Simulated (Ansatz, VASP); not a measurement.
# Sn: VASP beside Ansatz, part 3 of 3

One calculation is typed for both programs; each brings its own data sets. How far apart do they land? The structure shown is the end of the Ansatz relaxation below.

VASP 6.6.1 and Ansatz 0.2.0.

So far: The starting structure; Ansatz: relaxation, LDA; VASP: single point, LDA.

## 3. VASP: single point, LDA (continued)

Level of this step: LDA; plane waves and PAW (Sn_d) (VASP).

Numbers of over 12 decimals in the logs are rounded to 6 here.

Parts of OUTCAR (step 3):

```text
ion  position               nearest neighbor table
   1  0.500  0.500  0.500-   2 2.79   2 2.79   2 2.79   2 2.79
   2  0.750  0.750  0.750-   1 2.79   1 2.79   1 2.79   1 2.79

  LATTYP: Found a body centered tetragonal cell.
 ALAT       =     4.6418366909
 C/A-ratio  =     1.3385303339

 Subroutine GETGRP returns: Found  4 space group operations
 (whereof  2 operations were pure point group operations)

The static configuration has the point symmetry C_1h.
 The point group associated with its full space group is C_2h.

   k-points           NKPTS =   1728   k-points in BZ     NKDIM =   1728   number of bands    NBANDS=     20

   dimension x,y,z NGX =    36 NGY =   36 NGZ =   36
   dimension x,y,z NGXF=    72 NGYF=   72 NGZF=   72

   ENCUT  =  500.0 eV  36.75 Ry    6.06 a.u.   8.24  8.24  8.46*2*pi/ulx,y,z

   NELECT =      28.0000    total number of electrons

 k-points in reciprocal lattice and weights: Points of the shifted mesh
   0.04166667  0.04166667  0.04166667       0.001
   0.04166667  0.04166667  0.12500000       0.001
   0.04166667  0.04166667  0.20833333       0.001
   0.04166667  0.04166667  0.29166667       0.001
   0.04166667  0.04166667  0.37500000       0.001
   0.04166667  0.04166667  0.45833333       0.001
   0.04166667  0.04166667  0.54166667       0.001
   0.04166667  0.04166667  0.62500000       0.001
   0.04166667  0.04166667  0.70833333       0.001
[...]
0.95833333  0.95833333  0.87500000       0.001
   0.95833333  0.95833333  0.95833333       0.001

 average (electrostatic) potential at core
       1-101.2003       2-101.2003

 E-fermi :   5.6314

 k-point     1 :       0.0417    0.0417    0.0417
  band No.  band energies     occupation
    ...
      9     -15.6517      2.00000
     10     -15.6509      2.00000
     11      -5.1763      2.00000
     12       4.5904      2.00000
     13       5.5133      2.00000
     14       5.6710      0.00019
     15       5.9658      0.00000
     16       7.6441      0.00000
     17       7.8777      0.00000
     18       7.8948      0.00000
    ...

 k-point     2 :       0.0417    0.0417    0.1250
  band No.  band energies     occupation
    ...
     10     -15.6419      2.00000
     11      -5.0872      2.00000
     12       3.6888      2.00000
     13       5.4096      2.00000
     14       5.4299      2.00000
     15       6.2527      0.00000
     16       7.9721      0.00000
     17       8.0911      0.00000
     18       8.2018      0.00000
     19      11.0396      0.00000
    ...

 k-point     3 :       0.0417    0.0417    0.2083
  band No.  band energies     occupation
    ...
     10     -15.6300      2.00000
     11      -4.8641      2.00000
     12       2.4806      2.00000
     13       5.0005      2.00000
     14       5.1311      2.00000
     15       6.2483      0.00000
     16       8.2939      0.00000
     17       8.5351      0.00000
     18       9.1206      0.00000
     19      11.7183      0.00000
    ...

  Total        0.0135472      0.0135472      0.6993353     -0.0283500     -0.0190606     -0.0190605
  in kB        0.3242594      0.3242594     16.7389509     -0.6785712     -0.4562253     -0.4562236
  external PRESSURE =       5.7958232 kB  Pullay stress =       0.0000000 kB

  energy-cutoff  :      500.00
  volume of cell :       66.94
      direct lattice vectors                 reciprocal lattice vectors
     0.000000000  3.282274201  3.106619608    -0.152333403  0.152333403  0.160946644
     3.282274201  0.000000000  3.106619608     0.152333403 -0.152333403  0.160946644
     3.282274201  3.282274201  0.000000000     0.152333403  0.152333403 -0.160946644

 POSITION                                       TOTAL-FORCE (eV/Angst)
 -----------------------------------------------------------------------------------
      3.28186      3.28186      3.10583         0.000132      0.000132      0.000744
      4.92382      4.92382      4.66072        -0.000132     -0.000132     -0.000744
 -----------------------------------------------------------------------------------
    total drift:                               -0.000000     -0.000000      0.000000

  FREE ENERGIE OF THE ION-ELECTRON SYSTEM (eV)
  ---------------------------------------------------
  free  energy   TOTEN  =        -8.9281227620 eV

  energy  without entropy=       -8.9280966453  energy(sigma->0) =       -8.92810970

 total charge
# of ion       s       p       d       tot
------------------------------------------
    1        1.175   1.236   9.970  12.382
    2        1.175   1.236   9.970  12.382
--------------------------------------------------
tot          2.351   2.473  19.939  24.763

[... 3 further parts left out ...]
```

The run ends at a pressure of 0.58 GPa, with forces up to 7.7e-4 eV/Å.

## 4. Comparison

Known differences besides the potentials themselves: the two LDA forms differ slightly; the cutoff is 420 eV in Ansatz and 500 eV in VASP; VASP's log shows a relativistic correction to its local exchange, Ansatz's none; Ansatz's pressure holds a Pulay correction, VASP's none. Total energies have different zeros and are not compared.

Both answers:

| quantity | Ansatz | VASP | difference |
| --- | --- | --- | --- |
| pressure (GPa) | 0.54 | 0.58 | -0.04 |

## 5. Results

```
difference in pressure (single point, LDA) : -0.036 GPa
```

What this shows: The difference in pressure is -0.036 GPa (single point, LDA), within the 1 GPa picked in this series as the mark of a large difference. How closely two codes agree says nothing of how well the functional describes the real material.

[Lines on the potential files, build, host, timing and source positions are cut from VASP's logs without a mark.]

[Logs are printed without paths, hosts, clocks, repeated set-up lines and the standing remarks that a program may print on its own settings, such as how far it seeks lower states.]

[Hosts, paths, dates, database ids (printed as entryN), source tags and the programs' standing remarks are cut or masked in the printed files.]
